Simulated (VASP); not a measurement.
Consider the following.

```xyz
5
Lattice="3.9042 0.0000 0.0000 0.0000 3.9042 0.0000 0.0000 0.0000 3.9042" Properties=species:S:1:pos:R:3 pbc="T T T"
Sr     0.0000     0.0000     0.0000
Ti     1.9521     1.9521     1.9521
O      1.9521     0.0000     1.9521
O      0.0000     1.9521     1.9521
O      1.9521     1.9521     0.0000
```

Level of theory: vdW-DF-cx, VASP's PBE PAW potentials (set 64) (plane waves; VASP 6.6.1). Settings: 520 eV cut-off, 6×6×6 Γ-centred mesh, tetrahedra with Blöchl corrections, potentials Sr_sv Ti_sv O.

The cores are frozen, which limits the accuracy of field gradients.

### Question
Give the principal components of the electric field gradient (V/Å²) and the asymmetry η at each nucleus.

### Answer

| atom | Vxx | Vyy | Vzz | η |
|---|---|---|---|---|
| Sr1 | 0.0 | 0.0 | 0.0 | - |
| Ti2 | 0.0 | 0.0 | 0.0 | - |
| O3 | -4.7 | -4.7 | 9.3 | 0.00 |
| O4 | -4.7 | -4.7 | 9.3 | 0.00 |
| O5 | -4.7 | -4.7 | 9.3 | 0.00 |

The compound is SrTiO3 in the cubic perovskite structure, the ideal cubic form; the compound distorts at low or room temperature. It was relaxed first.
